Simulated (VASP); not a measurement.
Consider the following.

```
CELL_PARAMETERS angstrom
      2.80892     0.00000     0.00000
      0.00000     2.80892     0.00000
      0.00000     0.00000     2.80892
ATOMIC_POSITIONS crystal
  Cr 0.00000 0.00000 0.00000
  Cr 0.50000 0.50000 0.50000
```

The numbers are results of AM05 GGA, VASP's PBE PAW potentials (set 64) (plane waves; VASP 6.6.1), not measurements. Run with 520 eV cut-off, Gaussian smearing of 0.050 eV, potentials Cr_pv.

Q: Give the energies of bands 7 to 15 at the high-symmetry points, in eV from the Fermi level.

A: 
```tsv
band	Γ	X	M	R
7	-8.01	-4.05	-4.65	-2.42
8	-4.61	-4.05	-4.65	-2.42
9	-4.61	-1.98	-2.59	-2.42
10	-0.95	-1.98	-2.59	-2.42
11	-0.95	-0.41	1.20	-2.42
12	-0.95	-0.41	1.20	-2.42
13	1.17	-0.41	1.22	1.60
14	1.17	-0.41	1.22	1.60
15	2.62	0.74	1.54	1.60
```

It has no gap at this level: it comes out as a metal or semimetal.

The compound is Cr in the bcc, AFM order structure. It was relaxed first, which changed the volume by -7 %. The run is not spin-polarised, so no magnetic state was tried.
